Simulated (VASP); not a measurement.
Crystal: Bi2Te3 (Tellurobismuthite).

```
Bi Te
1.0
     2.19300    1.26613   10.16567
    -2.19300    1.26613   10.16567
     0.00000   -2.53226   10.16567
Bi Te
2 3
Direct
  0.40000 0.40000 0.40000
  0.60000 0.60000 0.60000
  0.00000 0.00000 0.00000
  0.20950 0.20950 0.20950
  0.79050 0.79050 0.79050
```

- Program: VASP 6.6.1
- Task: relaxation of cell and atoms
- Functional: PBE
- Potentials or basis: VASP PAW PBE potentials, release 64 (Bi, Te)
- Cutoff: 300 eV
- k mesh: 4 × 4 × 4
- Occupations: gaussian, width 0.03 eV
- Spin: no spin polarisation

At the start: pressure 1.9 GPa; volume 33.87 Å³/atom.

Task: How do energy, volume and symmetry change on relaxing?

Result: Over 31 steps the energy falls by 13.5 meV/atom and the volume is 36.50 Å³/atom (+7.8 %); space group R-3m (No. 166, to 0.05 Å).

Step by step:
```csv
step,energy change (eV),largest force (eV/Å),pressure (GPa),volume (Å³)
1,0.0000,0.0441,1.86,169.36
2,-0.0262,0.3504,-0.90,179.16
3,-0.0357,0.2497,-0.02,175.70
4,-0.0413,0.1813,-0.01,176.17
5,-0.0453,0.1290,0.02,177.00
6,-0.0480,0.1107,-0.01,177.34
7,-0.0546,0.0594,-0.10,178.38
8,-0.0611,0.0693,-0.22,180.45
9,-0.0634,0.0246,0.12,179.61
10,-0.0635,0.0183,0.19,179.43
11,-0.0651,0.0042,0.17,179.88
12,-0.0663,0.0185,0.15,180.55
13,-0.0663,0.0234,0.14,180.70
14,-0.0665,0.0486,-0.14,181.91
15,-0.0667,0.0293,-0.02,181.38
16,-0.0669,0.0205,-0.01,181.44
17,-0.0670,0.0147,0.00,181.52
18,-0.0670,0.0094,0.01,181.53
19,-0.0672,0.0123,0.03,181.56
20,-0.0672,0.0161,0.01,181.71
21,-0.0673,0.0266,-0.07,182.18
22,-0.0674,0.0257,-0.06,182.21
23,-0.0674,0.0229,-0.06,182.28
24,-0.0675,0.0176,-0.05,182.44
25,-0.0676,0.0200,-0.04,182.75
26,-0.0676,0.0155,-0.04,182.67
27,-0.0676,0.0158,-0.02,182.56
28,-0.0676,0.0162,0.03,182.41
29,-0.0676,0.0160,0.03,182.44
30,-0.0677,0.0112,0.03,182.46
31,-0.0677,0.0045,0.01,182.51
```

Final structure:
```yaml
crystal:
  lattice:
    - [2.22301, 1.28346, 10.66154]
    - [-2.22301, 1.28346, 10.66154]
    - [0.00000, -2.56692, 10.66154]
  atoms:
    - { symbol: Bi, position: [0.39713, 0.39713, 0.39713] }
    - { symbol: Bi, position: [0.60287, 0.60287, 0.60287] }
    - { symbol: Te, position: [0.00000, 0.00000, 0.00000] }
    - { symbol: Te, position: [0.21570, 0.21570, 0.21570] }
    - { symbol: Te, position: [0.78430, 0.78430, 0.78430] }
```
